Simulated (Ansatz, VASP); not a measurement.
# Cross-check of CsPbBr3 between VASP and Ansatz

Wanted: the spread between two codes on one cell, functional and k mesh. The cell is taken from a series of runs on this material, whose earlier steps may have relaxed, scaled, displaced or heated it; both programs get it as it stands.

Calculated with Ansatz 0.2.0; plane waves, with VASP 6.6.1 beside it; elastic constants at LDA.

**1. Set-up**

Symmetry: Pm-3m, No. 221, cubic system. Conventional cell: a = 5.770 Å, b = 5.770 Å, c = 5.770 Å, α = 90.00°, β = 90.00°, γ = 90.00°. Nearest to Cs lie 12 Br at 4.08 Å. Nearest to Pb lie 6 Br at 2.89 Å. Nearest to Br lie 2 Pb at 2.89 Å and 4 Cs at 4.08 Å. Farther neighbours and most contacts between anions are not listed.

**2. VASP: elastic constants, LDA**

Elastic constants are differences of stresses under small strains, so they test the stress and the mesh.

Lines of VASP's logs that name or quote its potential files are left out, and so is its time.

INCAR reads:

```
SYSTEM = CsPbBr3
PREC = Accurate
ENCUT = 500
EDIFF = 1E-08
NELM = 120
ISMEAR = 0
SIGMA = 0.02
LREAL = .FALSE.
ALGO = Normal
GGA = CA
NBANDS = 28
LORBIT = 11
LWAVE = .FALSE.
LCHARG = .FALSE.
ISIF = 3
IBRION = 6
NFREE = 2
POTIM = 0.015
NSW = 1
LASPH = .TRUE.
GGA_COMPAT = .FALSE.
EFERMI = MIDGAP
KPAR = 2
```

POSCAR reads:

```
CsPbBr3
1.0
    5.7701960427      0.0000000000      0.0000000000
    0.0000000000      5.7701960427      0.0000000000
    0.0000000000      0.0000000000      5.7701960427
Cs Pb Br
1 1 3
Direct
    0.0000000000      0.0000000000      0.0000000000
    0.5000000000      0.5000000000      0.5000000000
    0.0000000000      0.5000000000      0.5000000000
    0.5000000000      0.0000000000      0.5000000000
    0.5000000000      0.5000000000      0.0000000000
```

KPOINTS reads:

```
Automatic mesh
0
Gamma
6 6 6
0 0 0
```

Potentials, in the order of the species: Cs_sv, Pb_d and Br (LDA family, release 64).

Run with:

```sh
$ mpirun -np 2 vasp_std
```

Numbers of over 12 decimals in the logs are rounded to 6 here.

The log of the run:

```text
[banner, memory and clock lines left out]
running    2 mpi-ranks, on    1 nodes
 distrk:  each k-point on    1 cores,    2 groups
 distr:  one band on    1 cores,    1 groups

 POSCAR found type information on POSCAR CsPbBr
 POSCAR found :  3 types and       5 ions
 LDA part: xc-table for (Slater(with rela. corr.)+CA(PZ))
 , standard interpolation
 POSCAR, INCAR and KPOINTS ok, starting setup
 FFT: planning ... GRIDC
 FFT: planning ... GRID_SOFT
 FFT: planning ... GRID
 WAVECAR not read
 entering main loop
       N       E                     dE             d eps       ncg     rms          rms(c)
DAV:   1     0.389044612294E+03    0.38904E+03   -0.18665E+04  1120   0.137E+03
DAV:   2     0.288607651083E+02   -0.36018E+03   -0.34720E+03  1348   0.314E+02
DAV:   3    -0.165485544847E+02   -0.45409E+02   -0.45085E+02  1376   0.121E+02
DAV:   4    -0.182861390884E+02   -0.17376E+01   -0.17329E+01  1444   0.300E+01
DAV:   5    -0.183346105086E+02   -0.48471E-01   -0.48437E-01  1436   0.436E+00    0.470E+00
DAV:   6    -0.178993395879E+02    0.43527E+00   -0.77707E-01  1640   0.888E+00    0.284E+00
DAV:   7    -0.178478033413E+02    0.51536E-01   -0.36234E-01  1652   0.366E+00    0.974E-01
DAV:   8    -0.178459372481E+02    0.18661E-02   -0.48887E-02  1560   0.183E+00    0.151E-01
DAV:   9    -0.178449985894E+02    0.93866E-03   -0.65232E-03  1668   0.686E-01    0.896E-02
DAV:  10    -0.178449825789E+02    0.16010E-04   -0.50090E-04  1436   0.151E-01    0.267E-02
DAV:  11    -0.178449842167E+02   -0.16378E-05   -0.81848E-05  1676   0.721E-02    0.120E-02
DAV:  12    -0.178449838556E+02    0.36112E-06   -0.76401E-06  1712   0.267E-02    0.615E-03
DAV:  13    -0.178449833919E+02    0.46367E-06   -0.12473E-06  1516   0.110E-02    0.276E-03
DAV:  14    -0.178449833360E+02    0.55878E-07   -0.82758E-07  1684   0.659E-03    0.128E-03
DAV:  15    -0.178449833215E+02    0.14573E-07   -0.69386E-08  1452   0.200E-03    0.717E-04
DAV:  16    -0.178449833196E+02    0.18531E-08   -0.13375E-08   916   0.950E-04
   1 F= -.17844983E+02 E0= -.17844983E+02  d E =0.000000E+00
[... from here on, the cycles between the ionic steps are left out ...]
   2 F= -.17837939E+02 E0= -.17837939E+02  d E =0.000000E+00
   3 F= -.17835064E+02 E0= -.17835064E+02  d E =0.000000E+00
  13 F= -.17844485E+02 E0= -.17844485E+02  d E =0.000000E+00
  14 F= -.17844987E+02 E0= -.17844987E+02  d E =0.000000E+00
  15 F= -.17844987E+02 E0= -.17844987E+02  d E =0.000000E+00
  16 F= -.17844666E+02 E0= -.17844666E+02  d E =0.000000E+00
  17 F= -.17844666E+02 E0= -.17844666E+02  d E =0.000000E+00
  18 F= -.17844617E+02 E0= -.17844617E+02  d E =0.000000E+00
  19 F= -.17844617E+02 E0= -.17844617E+02  d E =0.000000E+00
  20 F= -.17844981E+02 E0= -.17844981E+02  d E =0.000000E+00
 Finite differences progress:
  Degree of freedom:  10/ 10
  Displacement:        1/  2
  Total:              19/ 20
 bond charge predicted
       N       E                     dE             d eps       ncg     rms          rms(c)
DAV:   1    -0.178422201926E+02    0.27613E-02   -0.88927E-01  3756   0.305E+00    0.231E-01
DAV:   2    -0.178450465584E+02   -0.28264E-02   -0.30489E-02  3928   0.658E-01    0.972E-02
DAV:   3    -0.178450261726E+02    0.20386E-04   -0.52509E-04  4792   0.133E-01    0.734E-02
DAV:   4    -0.178449795414E+02    0.46631E-04   -0.25590E-04  4244   0.588E-02    0.244E-02
DAV:   5    -0.178449821717E+02   -0.26303E-05   -0.34926E-05  4080   0.234E-02    0.904E-03
DAV:   6    -0.178449818334E+02    0.33822E-06   -0.14644E-06  4524   0.534E-03    0.318E-03
DAV:   7    -0.178449814208E+02    0.41260E-06   -0.25114E-06  4308   0.586E-03    0.213E-03
DAV:   8    -0.178449814410E+02   -0.20104E-07   -0.31639E-07  4104   0.238E-03    0.141E-03
DAV:   9    -0.178449814397E+02    0.13006E-08   -0.15381E-08  3536   0.556E-04
  21 F= -.17844981E+02 E0= -.17844981E+02  d E =0.000000E+00
 Finite differences progress:
  Degree of freedom:  10/ 10
  Displacement:        2/  2
  Total:              20/ 20
```

OUTCAR, selected parts (step 2):

```text
ion  position               nearest neighbor table
   1  0.000  0.000  0.000-
   2  0.500  0.500  0.500-   3 2.89   4 2.89   5 2.89   5 2.89   4 2.89   3 2.89
   3  0.000  0.500  0.500-   2 2.89   2 2.89
   4  0.500  0.000  0.500-   2 2.89   2 2.89
   5  0.500  0.500  0.000-   2 2.89   2 2.89

  LATTYP: Found a simple cubic cell.
 ALAT       =     5.7701960427

 Subroutine GETGRP returns: Found 48 space group operations
 (whereof 48 operations were pure point group operations)

The static configuration has the point symmetry O_h .

 Found     20 irreducible k-points:

   k-points           NKPTS =     20   k-points in BZ     NKDIM =     20   number of bands    NBANDS=     28

   dimension x,y,z NGX =    42 NGY =   42 NGZ =   42
   dimension x,y,z NGXF=    84 NGYF=   84 NGZF=   84

   ENCUT  =  500.0 eV  36.75 Ry    6.06 a.u.  10.52 10.52 10.52*2*pi/ulx,y,z

   NELECT =      44.0000    total number of electrons

 k-points in reciprocal lattice and weights: Automatic mesh
   0.00000000  0.00000000  0.00000000       0.005
   0.16666667  0.00000000  0.00000000       0.028
   0.33333333  0.00000000  0.00000000       0.028
   0.50000000  0.00000000  0.00000000       0.014
   0.16666667  0.16666667  0.00000000       0.056
   0.33333333  0.16666667  0.00000000       0.111
   0.50000000  0.16666667  0.00000000       0.056
   0.33333333  0.33333333  0.00000000       0.056
   0.50000000  0.33333333  0.00000000       0.056
[...]
0.50000000  0.50000000  0.33333333       0.028
   0.50000000  0.50000000  0.50000000       0.005

 average (electrostatic) potential at core
       1 -48.4163       2 -95.5727       3 -69.7720       4 -69.7720       5 -69.7721

 E-fermi :   2.3539

 k-point     1 :       0.0000    0.0000    0.0000
  band No.  band energies     occupation
    ...
     18      -0.7511      2.00000
     19      -0.7511      2.00000
     20      -0.6027      2.00000
     21      -0.6026      2.00000
     22      -0.6026      2.00000
     23       4.1800      0.00000
     24       5.2635      0.00000
     25       5.2636      0.00000
     26       6.0962      0.00000
     27       6.0965      0.00000
    ...

 k-point     2 :       0.1667    0.0000    0.0000
  band No.  band energies     occupation
    ...
     18      -0.7878      2.00000
     19      -0.7856      2.00000
     20      -0.6407      2.00000
     21      -0.6405      2.00000
     22      -0.6180      2.00000
     23       4.4851      0.00000
     24       5.4496      0.00000
     25       5.5011      0.00000
     26       6.1940      0.00000
     27       6.3018      0.00000
    ...

 k-point     3 :       0.3333    0.0000    0.0000
  band No.  band energies     occupation
    ...
     18      -0.8672      2.00000
     19      -0.8620      2.00000
     20      -0.7097      2.00000
     21      -0.7096      2.00000
     22      -0.3494      2.00000
     23       5.0404      0.00000
     24       5.2792      0.00000
     25       5.9328      0.00000
     26       6.0606      0.00000
     27       6.4626      0.00000
    ...

  Total        0.0610579      0.0620623      0.0618865      0.0000000      0.0000000      0.0000000
[...]
YZ           0.0000      0.0000      0.0000      0.0000     37.0324      0.0000
 ZX           0.0000      0.0000     -0.0000      0.0000      0.0000     37.0324
 --------------------------------------------------------------------------------

 Eigenvectors and eigenvalues of the dynamical matrix
 ----------------------------------------------------

   1 f  =    3.590247 THz    22.558187 2PiTHz  119.757750 cm-1    14.848062 meV
             X         Y         Z           dx          dy          dz
      0.000000  0.000000  0.000000    -0.000010    0.009311   -0.000000
      2.885098  2.885098  2.885098    -0.000501    0.482512    0.000000
      0.000000  2.885098  2.885098     0.000906    0.041227    0.000000
      2.885098  0.000000  2.885098    -0.000043   -0.873896   -0.000000
      2.885098  2.885098  0.000000    -0.000043    0.041227    0.000000

   2 f  =    3.590247 THz    22.558187 2PiTHz  119.757750 cm-1    14.848062 meV
             X         Y         Z           dx          dy          dz
      0.000000  0.000000  0.000000    -0.009311   -0.000010   -0.000000
      2.885098  2.885098  2.885098    -0.482512   -0.000501   -0.000000
      0.000000  2.885098  2.885098     0.873896   -0.000043   -0.000000
      2.885098  0.000000  2.885098    -0.041227    0.000906    0.000000
      2.885098  2.885098  0.000000    -0.041227   -0.000043   -0.000000

   3 f  =    3.590247 THz    22.558187 2PiTHz  119.757750 cm-1    14.848062 meV
             X         Y         Z           dx          dy          dz
      0.000000  0.000000  0.000000     0.000000   -0.000000   -0.009311
      2.885098  2.885098  2.885098     0.000000   -0.000000   -0.482512
      0.000000  2.885098  2.885098    -0.000000   -0.000000   -0.041227
      2.885098  0.000000  2.885098     0.000000    0.000000   -0.041227
      2.885098  2.885098  0.000000     0.000000   -0.000000    0.873897

   4 f  =    0.949624 THz     5.966661 2PiTHz   31.676033 cm-1     3.927326 meV
             X         Y         Z           dx          dy          dz
      0.000000  0.000000  0.000000     0.001086    0.094708   -0.435858
      2.885098  2.885098  2.885098    -0.001541   -0.134366    0.618369
      0.000000  2.885098  2.885098    -0.000750    0.083044   -0.382179
      2.885098  0.000000  2.885098     0.000953   -0.065344   -0.382179
      2.885098  2.885098  0.000000     0.000953    0.083044    0.300722

   5 f  =    0.949624 THz     5.966661 2PiTHz   31.676033 cm-1     3.927326 meV
             X         Y         Z           dx          dy          dz
      0.000000  0.000000  0.000000    -0.445671   -0.017233   -0.004855
      2.885098  2.885098  2.885098     0.632291    0.024450    0.006889
      0.000000  2.885098  2.885098     0.307492   -0.015111   -0.004257
      2.885098  0.000000  2.885098    -0.390783    0.011890   -0.004257
      2.885098  2.885098  0.000000    -0.390783   -0.015111    0.003350

   6 f  =    0.949624 THz     5.966661 2PiTHz   31.676033 cm-1     3.927326 meV
             X         Y         Z           dx          dy          dz
      0.000000  0.000000  0.000000    -0.017871    0.435519    0.094590
      2.885098  2.885098  2.885098     0.025355   -0.617887   -0.134198
      0.000000  2.885098  2.885098     0.012330    0.381881    0.082940
      2.885098  0.000000  2.885098    -0.015670   -0.300488    0.082940
      2.885098  2.885098  0.000000    -0.015670    0.381881   -0.065262

   7 f  =    0.018169 THz     0.114157 2PiTHz    0.606041 cm-1     0.075139 meV
             X         Y         Z           dx          dy          dz
      0.000000  0.000000  0.000000    -0.001994    0.438899    0.082142
      2.885098  2.885098  2.885098    -0.002704    0.595180    0.111391
      0.000000  2.885098  2.885098    -0.001676    0.376331    0.070432
      2.885098  0.000000  2.885098    -0.001710    0.368806    0.070432
      2.885098  2.885098  0.000000    -0.001710    0.376331    0.069024

   8 f  =    0.018169 THz     0.114157 2PiTHz    0.606041 cm-1     0.075139 meV
             X         Y         Z           dx          dy          dz
      0.000000  0.000000  0.000000    -0.446384    0.000063   -0.011173
      2.885098  2.885098  2.885098    -0.605331    0.000085   -0.015151
      0.000000  2.885098  2.885098    -0.375096    0.000054   -0.009580
      2.885098  0.000000  2.885098    -0.382749    0.000053   -0.009580
      2.885098  2.885098  0.000000    -0.382749    0.000054   -0.009388

   9 f  =    0.018169 THz     0.114157 2PiTHz    0.606041 cm-1     0.075139 meV
             X         Y         Z           dx          dy          dz
      0.000000  0.000000  0.000000    -0.010993   -0.082166    0.438761
      2.885098  2.885098  2.885098    -0.014908   -0.111424    0.594993
      0.000000  2.885098  2.885098    -0.009238   -0.070453    0.376213
      2.885098  0.000000  2.885098    -0.009426   -0.069044    0.376213
      2.885098  2.885098  0.000000    -0.009426   -0.070453    0.368690

  10 f/i=    0.307247 THz     1.930488 2PiTHz   10.248645 cm-1     1.270669 meV
             X         Y         Z           dx          dy          dz
      0.000000  0.000000  0.000000    -0.000000    0.000000   -0.000000
      2.885098  2.885098  2.885098    -0.000000    0.000000   -0.000000
      0.000000  2.885098  2.885098    -0.000000   -0.704775    0.050699
      2.885098  0.000000  2.885098    -0.026856    0.000000   -0.050699
      2.885098  2.885098  0.000000     0.026856    0.704775   -0.000000

  11 f/i=    0.307247 THz     1.930488 2PiTHz   10.248645 cm-1     1.270669 meV
             X         Y         Z           dx          dy          dz
      0.000000  0.000000  0.000000    -0.000000   -0.000000    0.000000
      2.885098  2.885098  2.885098    -0.000000   -0.000000    0.000000
      0.000000  2.885098  2.885098    -0.000000    0.055846    0.682069
      2.885098  0.000000  2.885098    -0.177942   -0.000000   -0.682069
      2.885098  2.885098  0.000000     0.177942   -0.055846    0.000000

  12 f/i=    0.307247 THz     1.930488 2PiTHz   10.248645 cm-1     1.270669 meV
             X         Y         Z           dx          dy          dz
      0.000000  0.000000  0.000000     0.000000   -0.000000    0.000000
      2.885098  2.885098  2.885098    -0.000000    0.000000    0.000000
      0.000000  2.885098  2.885098    -0.000000    0.013147   -0.179476
      2.885098  0.000000  2.885098    -0.683824    0.000000    0.179476
      2.885098  2.885098  0.000000     0.683824   -0.013147    0.000000

  13 f/i=    0.603605 THz     3.792564 2PiTHz   20.134108 cm-1     2.496310 meV
             X         Y         Z           dx          dy          dz
      0.000000  0.000000  0.000000    -0.575443   -0.519995   -0.007588
      2.885098  2.885098  2.885098    -0.007056   -0.006376   -0.000093
      0.000000  2.885098  2.885098     0.021181    0.298888    0.004361
      2.885098  0.000000  2.885098     0.330758    0.019140    0.004361
      2.885098  2.885098  0.000000     0.330758    0.298888    0.000279

  14 f/i=    0.603605 THz     3.792564 2PiTHz   20.134108 cm-1     2.496310 meV
             X         Y         Z           dx          dy          dz
      0.000000  0.000000  0.000000     0.519424   -0.574133   -0.046439
      2.885098  2.885098  2.885098     0.006369   -0.007040   -0.000569
      0.000000  2.885098  2.885098    -0.019119    0.330006    0.026693
      2.885098  0.000000  2.885098    -0.298560    0.021133    0.026693
      2.885098  2.885098  0.000000    -0.298560    0.330006    0.001709

  15 f/i=    0.603605 THz     3.792564 2PiTHz   20.134108 cm-1     2.496310 meV
             X         Y         Z           dx          dy          dz
      0.000000  0.000000  0.000000     0.025517   -0.039535    0.774191
      2.885098  2.885098  2.885098     0.000313   -0.000485    0.009493
      0.000000  2.885098  2.885098    -0.000939    0.022724   -0.444997
      2.885098  0.000000  2.885098    -0.014667    0.001455   -0.444997
      2.885098  2.885098  0.000000    -0.014667    0.022724   -0.028496

 ELASTIC MODULI CONTR FROM IONIC RELAXATION (kBar)
 Direction    XX          YY          ZZ          XY          YZ          ZX
 --------------------------------------------------------------------------------
 XX           0.0000      0.0000      0.0000      0.0000      0.0000      0.0000
 YY           0.0000      0.0000      0.0000      0.0000      0.0000      0.0000
 ZZ           0.0000      0.0000      0.0000      0.0000      0.0000      0.0000
 XY           0.0000      0.0000      0.0000      0.0000      0.0000      0.0000
 YZ           0.0000      0.0000      0.0000      0.0000      0.0000      0.0000
 ZX           0.0000      0.0000      0.0000      0.0000      0.0000      0.0000
 --------------------------------------------------------------------------------

 TOTAL ELASTIC MODULI (kBar)
 Direction    XX          YY          ZZ          XY          YZ          ZX
 --------------------------------------------------------------------------------
 XX         628.9908     71.6363     71.6363     -0.0000      0.0000      0.0000
 YY          71.6363    628.9908     71.6363      0.0000      0.0000      0.0000
 ZZ          71.6363     71.6363    628.9908      0.0000      0.0000     -0.0000
 XY          -0.0000      0.0000      0.0000     37.0324      0.0000      0.0000
 YZ           0.0000      0.0000      0.0000      0.0000     37.0324      0.0000
 ZX           0.0000      0.0000     -0.0000      0.0000      0.0000     37.0324
 --------------------------------------------------------------------------------

 total charge
# of ion       s       p       d       tot
------------------------------------------
    1        1.826   4.684   0.015   6.525
    2        1.497   0.532   9.855  11.884
    3        1.614   3.239   0.010   4.864
    4        1.614   3.239   0.010   4.864
    5        1.614   3.239   0.010   4.864
--------------------------------------------------
tot          8.164  14.935   9.900  32.999

[... 3 further parts left out ...]
```

With imaginary modes the cell is no minimum, so the ionic parts of its dielectric, piezoelectric and elastic tensors have no meaning.

Levels, forces or a CONTCAR printed for this step are those of its last displaced cell, not of the structure at rest.

(Part 1 of 2 ends here.)

[Lines on the potential files, build, host, timing and source positions are cut from VASP's logs without a mark.]

[Logs are printed without paths, hosts, clocks, repeated set-up lines and the standing remarks that a program may print on its own settings, such as how far it seeks lower states.]

[Hosts, paths, dates, database ids (printed as entryN), source tags and the programs' standing remarks are cut or masked in the printed files.]
